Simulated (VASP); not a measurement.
# A VASP study of Ta (r2SCAN): structure first, properties next

Aim: relax Ta, then compute properties on the relaxed cell. The steps: full relaxation (r2SCAN), single point with fields (r2SCAN), bands along the symmetry lines (r2SCAN), total and projected DOS (r2SCAN), volume scan with r2SCAN, fit for r2SCAN, independent-particle dielectric function (r2SCAN) and a single point (r2SCAN), changed input. The start is a cell from a database of measured crystal structures.

Method: r2SCAN; plane waves and PAW (Ta_pv), in VASP 6.6.1.

### Step 1. The structure

Before any relaxation, the start is as follows. The structure is cubic, space group Im-3m (No. 229). Conventional cell: a = 3.303 Å, b = 3.303 Å, c = 3.303 Å, α = 90.00°, β = 90.00°, γ = 90.00°. Nearest to Ta lie 8 Ta at 2.86 Å.

Coordinates:

```xyz
1
Lattice="-1.6513 1.6513 1.6513 1.6513 -1.6513 1.6513 1.6513 1.6513 -1.6513" Properties=species:S:1:pos:R:3 pbc="T T T"
Ta    0.0000    0.0000    0.0000
```

### Step 2. Full relaxation (r2SCAN)

The start need not lie at this functional's minimum. ISIF = 3 frees volume, shape and positions, and EDIFFG sets the threshold on forces and stress at which the search stops. r2SCAN adds the kinetic-energy density, costs more than a GGA and is run with LASPH.

INCAR reads:

```
SYSTEM = Ta
PREC = Accurate
ENCUT = 400
EDIFF = 1E-06
NELM = 100
ISMEAR = 1
SIGMA = 0.2
LREAL = .FALSE.
ALGO = Normal
METAGGA = R2SCAN
LASPH = .TRUE.
NBANDS = 11
LORBIT = 11
LWAVE = .FALSE.
LCHARG = .FALSE.
KPAR = 2
IBRION = 2
NSW = 60
ISIF = 3
EDIFFG = -0.01
```

POSCAR reads:

```
Ta
1.0
   -1.6512800000      1.6512800000      1.6512800000
    1.6512800000     -1.6512800000      1.6512800000
    1.6512800000      1.6512800000     -1.6512800000
Ta
1
Direct
    0.0000000000      0.0000000000      0.0000000000
```

KPOINTS reads:

```
Automatic mesh
0
Gamma
8 8 8
0 0 0
```

Potentials, in the order of the species: Ta_pv (PBE family, release 64).

Started as:

```console
$ mpirun -np 2 vasp_std
```

The program printed:

```text
[banner, memory and clock lines left out]
running    2 mpi-ranks, on    1 nodes
 distrk:  each k-point on    1 cores,    2 groups
 distr:  one band on    1 cores,    1 groups

 POSCAR found type information on POSCAR Ta
 POSCAR found :  1 types and       1 ions
|                                                                             |
|               ----> ADVICE to this user running VASP <----                  |
|                                                                             |
|     You enforced a specific xc type in the INCAR file but a different       |
|     [... a line on the potential file left out ...]
|     I HOPE YOU KNOW WHAT YOU ARE DOING!                                     |
|                                                                             |

 LDA part: xc-table for (None), standard interpolation
 POSCAR, INCAR and KPOINTS ok, starting setup
 FFT: planning ... GRIDC
 FFT: planning ... GRID_SOFT
 FFT: planning ... GRID
 WAVECAR not read
 entering main loop
       N       E                     dE             d eps       ncg     rms          rms(c)
DAV:   1     0.108170276092E+02    0.10817E+02   -0.56691E+03   638   0.821E+02
DAV:   2    -0.510944915283E+02   -0.61912E+02   -0.60425E+02   699   0.229E+02
DAV:   3    -0.519066256845E+02   -0.81213E+00   -0.80193E+00   748   0.267E+01
DAV:   4    -0.519093818437E+02   -0.27562E-02   -0.27558E-02   707   0.160E+00
DAV:   5    -0.519093916691E+02   -0.98254E-05   -0.98237E-05   777   0.952E-02    0.145E+01
DAV:   6    -0.486208754462E+02    0.32885E+01   -0.96928E-01   671   0.120E+01    0.608E+00
DAV:   7    -0.485874280335E+02    0.33447E-01   -0.15873E-01   722   0.455E+00    0.113E+00
DAV:   8    -0.485925148317E+02   -0.50868E-02   -0.16335E-02   728   0.127E+00    0.423E-01
DAV:   9    -0.485927469806E+02   -0.23215E-03   -0.44772E-03   659   0.670E-01    0.150E-01
DAV:  10    -0.485926372623E+02    0.10972E-03   -0.26722E-04   707   0.182E-01    0.267E-02
DAV:  11    -0.485926265430E+02    0.10719E-04   -0.64980E-06   710   0.269E-02    0.269E-03
DAV:  12    -0.485926275915E+02   -0.10485E-05   -0.49089E-07   402   0.734E-03    0.312E-03
DAV:  13    -0.485926269404E+02    0.65113E-06   -0.15020E-07   334   0.436E-03
   1 F= -.48592627E+02 E0= -.48592731E+02  d E =-.485926E+02
 curvature:   0.00 expect dE= 0.000E+00 dE for cont linesearch  0.000E+00
 trial: gam= 0.00000 g(F)=  0.990E-62 g(S)=  0.429E-02 ort = 0.000E+00 (trialstep = 0.100E+01)
 search vector abs. value=  0.429E-02
 bond charge predicted
       N       E                     dE             d eps       ncg     rms          rms(c)
DAV:   1    -0.486258746110E+02   -0.33247E-01   -0.12103E+00   641   0.137E+01    0.183E+00
DAV:   2    -0.485966074899E+02    0.29267E-01   -0.35906E-02   668   0.212E+00    0.617E-01
DAV:   3    -0.485895184753E+02    0.70890E-02   -0.20683E-02   674   0.153E+00    0.253E-01
DAV:   4    -0.485896992594E+02   -0.18078E-03   -0.14689E-04   688   0.143E-01    0.350E-02
DAV:   5    -0.485897013919E+02   -0.21325E-05   -0.10369E-05   701   0.335E-02    0.204E-02
DAV:   6    -0.485897011884E+02    0.20347E-06   -0.20552E-07   367   0.538E-03
   2 F= -.48589701E+02 E0= -.48590097E+02  d E =0.292575E-02
 trial-energy change:    0.002926  1 .order    0.003023   -0.004290    0.010336
 step:   0.3017(harm=  0.2933)  dis= 0.00000  next Energy=   -48.593277 (dE=-0.650E-03)
 bond charge predicted
       N       E                     dE             d eps       ncg     rms          rms(c)
DAV:   1    -0.486109275003E+02   -0.21226E-01   -0.60268E-01   641   0.976E+00    0.127E+00
DAV:   2    -0.485966671271E+02    0.14260E-01   -0.18468E-02   665   0.148E+00    0.425E-01
DAV:   3    -0.485932296169E+02    0.34375E-02   -0.99608E-03   671   0.105E+00    0.167E-01
DAV:   4    -0.485932835294E+02   -0.53913E-04   -0.77386E-05   688   0.103E-01    0.265E-02
DAV:   5    -0.485932846439E+02   -0.11145E-05   -0.28371E-06   693   0.171E-02    0.143E-02
DAV:   6    -0.485932849953E+02   -0.35144E-06   -0.81137E-08   352   0.326E-03
   3 F= -.48593285E+02 E0= -.48593476E+02  d E =-.658055E-03
 curvature:  -0.15 expect dE=-0.384E-08 dE for cont linesearch -0.384E-08
 trial: gam= 0.00000 g(F)=  0.762E-63 g(S)=  0.262E-07 ort =-0.106E-04 (trialstep = 0.860E+00)
 search vector abs. value=  0.263E-07
 reached required accuracy - stopping structural energy minimisation
```

It took 73 s on 2 MPI ranks of AMD EPYC 7R43, shared host; peak memory 0.19 GiB; 2.4 min of CPU time.

Lines that name or quote the potential files are left out of all logs, and their timing lines are given in words.

From OUTCAR (step 2):

```text
ion  position               nearest neighbor table
   1  0.000  0.000  0.000-

  LATTYP: Found a body centered cubic cell.
 ALAT       =     3.3025600000

 Subroutine GETGRP returns: Found 48 space group operations
 (whereof 48 operations were pure point group operations)

The static configuration has the point symmetry O_h .

 Found     29 irreducible k-points:

   k-points           NKPTS =     29   k-points in BZ     NKDIM =     29   number of bands    NBANDS=     11

   dimension x,y,z NGX =    20 NGY =   20 NGZ =   20
   dimension x,y,z NGXF=    40 NGYF=   40 NGZF=   40

   ENCUT  =  400.0 eV  29.40 Ry    5.42 a.u.   4.66  4.66  4.66*2*pi/ulx,y,z

   NELECT =      11.0000    total number of electrons

 k-points in reciprocal lattice and weights: Automatic mesh
   0.00000000  0.00000000  0.00000000       0.002
   0.12500000  0.00000000  0.00000000       0.023
   0.25000000  0.00000000  0.00000000       0.023
   0.37500000  0.00000000  0.00000000       0.023
   0.50000000  0.00000000  0.00000000       0.012
   0.12500000  0.12500000  0.00000000       0.047
   0.25000000  0.12500000 -0.00000000       0.094
   0.37500000  0.12500000  0.00000000       0.094
   0.25000000  0.25000000  0.00000000       0.047
[...]
0.50000000  0.50000000  0.37500000       0.023
   0.50000000  0.50000000  0.50000000       0.002

 average (electrostatic) potential at core
       1 -42.0072

 E-fermi :   5.4212

 k-point     1 :       0.0000    0.0000    0.0000
  band No.  band energies     occupation
      1     -28.7656      2.00000
      2     -28.7655      2.00000
      3     -28.7655      2.00000
      4      -2.9712      2.00000
      5       6.2415     -0.00000
      6       6.2415     -0.00000
      7       6.2415     -0.00000
      8       9.7604      0.00000
      9       9.7604      0.00000
    ...

 k-point     2 :       0.1250    0.0000    0.0000
  band No.  band energies     occupation
      1     -28.9668      2.00000
      2     -28.8268      2.00000
      3     -28.7668      2.00000
      4      -2.2577      2.00000
      5       5.7894     -0.02579
      6       6.0385     -0.00011
      7       6.9510     -0.00000
      8       9.1841     -0.00000
      9       9.7687      0.00000
    ...

 k-point     3 :       0.2500    0.0000    0.0000
  band No.  band energies     occupation
    ...
      2     -28.9721      2.00000
      3     -28.7699      2.00000
      4      -0.5489      2.00000
      5       4.8626      2.00057
      6       5.3188      1.75331
      7       8.9583     -0.00000
      8       9.1174     -0.00000
      9       9.9438      0.00000
     10      17.6302      0.00000
     11      21.3697      0.00000

  Total        0.0004252      0.0004252      0.0004252     -0.0000000     -0.0000000     -0.0000000
  in kB        0.0381107      0.0381107      0.0381107     -0.0000000     -0.0000000     -0.0000000
  external PRESSURE =       0.0381107 kB  Pullay stress =       0.0000000 kB

  energy-cutoff  :      400.00
  volume of cell :       17.88
      direct lattice vectors                 reciprocal lattice vectors
    -1.647142023  1.647142023  1.647142023     0.000000000  0.303556095  0.303556095
     1.647142023 -1.647142023  1.647142023     0.303556095  0.000000000  0.303556095
     1.647142023  1.647142023 -1.647142023     0.303556095  0.303556095  0.000000000

 POSITION                                       TOTAL-FORCE (eV/Angst)
 -----------------------------------------------------------------------------------
      0.00000     -0.00000      0.00000         0.000000      0.000000      0.000000
 -----------------------------------------------------------------------------------
    total drift:                               -0.000000     -0.000000      0.000000

  FREE ENERGIE OF THE ION-ELECTRON SYSTEM (eV)
  ---------------------------------------------------
  free  energy   TOTEN  =       -48.5932849953 eV

  energy  without entropy=      -48.5938589795  energy(sigma->0) =      -48.59347632

 reached required accuracy - stopping structural energy minimisation

 total charge
# of ion       s       p       d       tot
------------------------------------------
    1        0.381   6.167   2.427   8.976

[... 3 further parts left out ...]
```

CONTCAR:

```
Ta
   1.00000000000000
    -1.6471420227466875    1.6471420227466875    1.6471420227466875
     1.6471420227466875   -1.6471420227466875    1.6471420227466875
     1.6471420227466875    1.6471420227466875   -1.6471420227466875
  Ta
     1
Direct
     0.0000000000000000    0.0000000000000000    0.0000000000000000
```

This run has no spin polarisation. Its electron count is odd, so without a moment it is a metal by construction. The k-mesh is coarse for a metal. The PAW data sets were made with PBE, which is usual practice but a small mismatch for other functionals. The run keeps the 48 symmetry operations of its start, so it cannot find a distortion of lower symmetry.

Relaxation path:

```tsv
step	energy less that of the first step (eV)	largest force (eV/Å)	pressure (GPa)	volume (Å³)
1	0.0000	0.0000	-1.53	18.01
2	0.0029	0.0000	3.78	17.57
3	-0.0007	0.0000	0.00	17.88
```

```tsv
conventional cell, symmetrised	before	after	change
a (Å)	3.303	3.294	-0.3 %
b (Å)	3.303	3.294	-0.3 %
c (Å)	3.303	3.294	-0.3 %
volume (Å³/atom)	18.01	17.88	-0.7 %
```

The relaxed structure:

```xyz
1
Lattice="-1.6471 1.6471 1.6471 1.6471 -1.6471 1.6471 1.6471 1.6471 -1.6471" Properties=species:S:1:pos:R:3 pbc="T T T"
Ta    0.0000    0.0000    0.0000
```

Numbers from this step:

```yaml
electrons: 11
bands: 11
irreducible_k_points: 29
symmetry_operations: 48
free_energy_toten: -48.59 eV
energy_at_zero_smearing: -48.59 eV
fermi_energy: 5.421 eV
pressure: 0.003811 GPa
metallic: yes
scf_cycles_over_all_ionic_steps: 25
```

It ends with forces that vanish by symmetry and a pressure of 0.00 GPa. The volume lies -0.7 % from that of the database's start, which holds the thermal and zero-point expansion of its experiment.

### Step 3. Single point with fields (r2SCAN)

The relaxed cell gets a fresh self-consistent run, on a basis set for its own volume, to fix the density and to check the remaining stress.

INCAR, as its differences from that of step 2:

```diff
@@ -14,7 +14,5 @@
 LWAVE = .FALSE.
-LCHARG = .FALSE.
-KPAR = 2
-IBRION = 2
-NSW = 60
-ISIF = 3
-EDIFFG = -0.01
+LCHARG = .TRUE.
+ISIF = 2
+LELF = .TRUE.
+LVHAR = .TRUE.
```

POSCAR reads:

```
Ta
1.0
   -1.6471420227      1.6471420227      1.6471420227
    1.6471420227     -1.6471420227      1.6471420227
    1.6471420227      1.6471420227     -1.6471420227
Ta
1
Direct
    0.0000000000      0.0000000000      0.0000000000
```

KPOINTS is that of step 2.

Started as:

```console
$ mpirun -np 2 vasp_std
```

The program printed:

```text
[banner, memory and clock lines left out]
running    2 mpi-ranks, on    1 nodes
 distrk:  each k-point on    2 cores,    1 groups
 distr:  one band on    1 cores,    2 groups

 POSCAR found type information on POSCAR Ta
 POSCAR found :  1 types and       1 ions
 [... a notice as in an earlier step ...]

 LDA part: xc-table for (None), standard interpolation
|                                                                             |
|           W    W    AA    RRRRR   N    N  II  N    N   GGGG   !!!           |
|           W    W   A  A   R    R  NN   N  II  NN   N  G    G  !!!           |
|           W    W  A    A  R    R  N N  N  II  N N  N  G       !!!           |
|           W WW W  AAAAAA  RRRRR   N  N N  II  N  N N  G  GGG   !            |
|           WW  WW  A    A  R   R   N   NN  II  N   NN  G    G                |
|           W    W  A    A  R    R  N    N  II  N    N   GGGG   !!!           |
|                                                                             |
|     The number of bands has been changed from the values supplied in        |
|     The orbitals not found in the WAVECAR file will be initialized with     |
|     random numbers, which is usually adequate. For correlated               |
|     calculations, however, you should redo the groundstate calculation.     |
|     I found NBANDS = 11. Now, NBANDS = 12.                                  |
|                                                                             |

 POSCAR, INCAR and KPOINTS ok, starting setup
 FFT: planning ... GRIDC
 FFT: planning ... GRID_SOFT
 FFT: planning ... GRID
 WAVECAR not read
 entering main loop
       N       E                     dE             d eps       ncg     rms          rms(c)
DAV:   1     0.117948677113E+02    0.11795E+02   -0.55959E+03   712   0.756E+02
DAV:   2    -0.510871089963E+02   -0.62882E+02   -0.61216E+02   792   0.216E+02
DAV:   3    -0.518999420618E+02   -0.81283E+00   -0.78605E+00   788   0.241E+01
DAV:   4    -0.519020220744E+02   -0.20800E-02   -0.20799E-02   760   0.132E+00
DAV:   5    -0.519020284795E+02   -0.64052E-05   -0.64051E-05   792   0.705E-02    0.147E+01
DAV:   6    -0.486218448956E+02    0.32802E+01   -0.90187E-01   732   0.110E+01    0.616E+00
DAV:   7    -0.485885328400E+02    0.33312E-01   -0.13694E-01   772   0.409E+00    0.116E+00
DAV:   8    -0.485930157523E+02   -0.44829E-02   -0.10130E-02   724   0.110E+00    0.395E-01
DAV:   9    -0.485932614968E+02   -0.24574E-03   -0.30000E-03   724   0.543E-01    0.995E-02
DAV:  10    -0.485931972101E+02    0.64287E-04   -0.13259E-04   784   0.130E-01    0.231E-02
DAV:  11    -0.485931914220E+02    0.57881E-05   -0.15980E-06   716   0.117E-02    0.230E-03
DAV:  12    -0.485931922862E+02   -0.86419E-06   -0.24853E-07   372   0.446E-03
   1 F= -.48593192E+02 E0= -.48593384E+02  d E =0.575615E-03
```

It took 26 s on 2 MPI ranks; peak memory 0.15 GiB; 48 s of CPU time.

OUTCAR, selected parts (step 3):

```text
  LATTYP: Found a body centered cubic cell.
 ALAT       =     3.2942840454

The static configuration has the point symmetry O_h .

 Found     29 irreducible k-points:

   k-points           NKPTS =     29   k-points in BZ     NKDIM =     29   number of bands    NBANDS=     12

   ENCUT  =  400.0 eV  29.40 Ry    5.42 a.u.   4.65  4.65  4.65*2*pi/ulx,y,z

   NELECT =      11.0000    total number of electrons

 E-fermi :   5.4213

 k-point     1 :       0.0000    0.0000    0.0000
  band No.  band energies     occupation
      1     -28.7650      2.00000
      2     -28.7650      2.00000
      3     -28.7650      2.00000
      4      -2.9711      2.00000
      5       6.2417     -0.00000
      6       6.2417     -0.00000
      7       6.2417     -0.00000
      8       9.7606      0.00000
      9       9.7606      0.00000
    ...

 k-point     2 :       0.1250    0.0000    0.0000
  band No.  band energies     occupation
      1     -28.9662      2.00000
      2     -28.8263      2.00000
      3     -28.7662      2.00000
      4      -2.2576      2.00000
      5       5.7896     -0.02578
      6       6.0387     -0.00011
      7       6.9512     -0.00000
      8       9.1842     -0.00000
      9       9.7688      0.00000
    ...

  Total       -0.0034780     -0.0034780     -0.0034780      0.0000000     -0.0000000      0.0000000
  in kB       -0.3117394     -0.3117394     -0.3117394      0.0000000     -0.0000000      0.0000000
  external PRESSURE =      -0.3117394 kB  Pullay stress =       0.0000000 kB

 POSITION                                       TOTAL-FORCE (eV/Angst)
 -----------------------------------------------------------------------------------
      0.00000      0.00000      0.00000         0.000000      0.000000      0.000000
 -----------------------------------------------------------------------------------
    total drift:                               -0.000000     -0.000000      0.000000

  FREE ENERGIE OF THE ION-ELECTRON SYSTEM (eV)
  ---------------------------------------------------
  free  energy   TOTEN  =       -48.5931922862 eV

  energy  without entropy=      -48.5937679016  energy(sigma->0) =      -48.59338416

[... 5 parts as in an earlier step ...]

[... 6 further parts left out ...]
```

Numbers from this step:

- SCF cycles: 12
- bands: 12
- pressure: -0.03117 GPa

Valence electrons inside each PAW sphere by angular momentum. Sphere charges, by row:

```tsv
atom	s (e)	p (e)	d (e)	tot (e)
Ta1	0.381	6.167	2.427	8.976
```

Valence density in the ac plane of the conventional cell at fractional y = 0.000, with atoms of Ta within 0.2 Å of it. It is the smooth field of the valence electrons, not physical close to the nuclei.

Values in e/Å³, 14 rows by 14 columns, each cell a mean:
```
4.1 3.8 2.7 1.4 0.6 0.3 0.2 0.2 0.2 0.3 0.7 1.8 3.1 3.9
3.3 3.0 2.0 1.0 0.5 0.3 0.2 0.2 0.2 0.3 0.6 1.3 2.4 3.1
1.9 1.7 1.1 0.6 0.4 0.3 0.2 0.2 0.2 0.3 0.4 0.7 1.3 1.8
0.8 0.7 0.5 0.4 0.3 0.3 0.2 0.2 0.2 0.3 0.3 0.4 0.6 0.7
0.3 0.3 0.3 0.3 0.3 0.2 0.2 0.2 0.2 0.2 0.3 0.3 0.3 0.3
0.2 0.2 0.2 0.2 0.2 0.2 0.2 0.2 0.2 0.2 0.2 0.2 0.2 0.2
0.2 0.2 0.2 0.2 0.2 0.2 0.2 0.2 0.2 0.2 0.2 0.2 0.2 0.2
0.2 0.2 0.2 0.2 0.2 0.2 0.2 0.2 0.2 0.2 0.2 0.2 0.2 0.2
0.3 0.3 0.3 0.3 0.2 0.2 0.2 0.2 0.2 0.2 0.3 0.3 0.3 0.3
0.6 0.6 0.4 0.3 0.3 0.2 0.2 0.2 0.2 0.3 0.3 0.4 0.5 0.6
1.5 1.3 0.9 0.5 0.3 0.3 0.2 0.2 0.2 0.3 0.4 0.6 1.0 1.4
2.9 2.6 1.7 0.9 0.4 0.3 0.2 0.2 0.2 0.3 0.5 1.1 2.0 2.7
4.0 3.6 2.6 1.3 0.6 0.3 0.2 0.2 0.2 0.3 0.7 1.7 3.0 3.8
4.3 4.0 2.9 1.5 0.6 0.3 0.2 0.2 0.2 0.3 0.8 1.9 3.3 4.1
```
Columns run along a (3.3 Å), rows up along c (3.3 Å), edges of the conventional cell, whose origin can differ from the input's. Atoms in or near the plane, at fractional coordinates: Ta at (0.00, 0.00).

Electrostatic potential energy in the ac plane of the conventional cell at fractional y = 0.000, with atoms of Ta within 0.2 Å of it. With pseudopotentials it is smooth inside the atoms' cores, unlike the true potential.

Ten even steps from '_' (-23 eV) to '@' (2 eV), each cell a mean:
```
____..--==##@@@@@@**==::____
__..::--++%%@@@@@@##++--..__
::::--++##%%@@@@@@%%**==--::
====++**%%@@@@@@@@@@%%**++==
****##%%@@@@@@@@@@@@@@%%##**
%%@@@@@@@@@@@@@@@@@@@@@@@@@@
@@@@@@@@@@@@@@@@@@@@@@@@@@@@
@@@@@@@@@@@@@@@@@@@@@@@@@@@@
####%%@@@@@@@@@@@@@@@@%%%%##
==++**##%%@@@@@@@@@@%%##++==
::--==++##@@@@@@@@%%**++----
....::==**%%@@@@@@##++--::..
____..--++##@@@@@@**==::..__
____..::==##@@@@%%**==::____
```
Columns run along a (3.3 Å; values clipped at the 3rd and 97th percentile), rows up along c (3.3 Å), edges of the conventional cell, whose origin can differ from the input's. Atoms in or near the plane, at fractional coordinates: Ta at (0.00, 0.00).

ELF in the ac plane of the conventional cell at fractional y = 0.000, with atoms of Ta within 0.2 Å of it. It is the smooth field of the valence electrons, not physical close to the nuclei.

Ten even steps from '0' (0.01) to '9' (0.53), each cell a mean:
```
01564367535641
34764478645764
67754699854676
55546899975455
33467999987543
45789988899865
77999987899987
56899988899976
33578999998643
44456899976444
66655799864566
46764589745775
02664367535741
00464357435630
```
Columns run along a (3.3 Å), rows up along c (3.3 Å), edges of the conventional cell, whose origin can differ from the input's. Atoms in or near the plane, at fractional coordinates: Ta at (0.00, 0.00).

In this run the pressure is -0.03 GPa, small enough to go on.

(Continued in part 2 of 4.)

[Lines on the potential files, build, host, timing and source positions are cut from VASP's logs without a mark.]

[Logs are printed without paths, hosts, clocks, repeated set-up lines and the standing remarks that a program may print on its own settings, such as how far it seeks lower states.]

[Hosts, paths, dates, database ids (printed as entryN), source tags and the programs' standing remarks are cut or masked in the printed files.]

[A measured line is paired with the nearest computed mode of its activity, which favours agreement.]
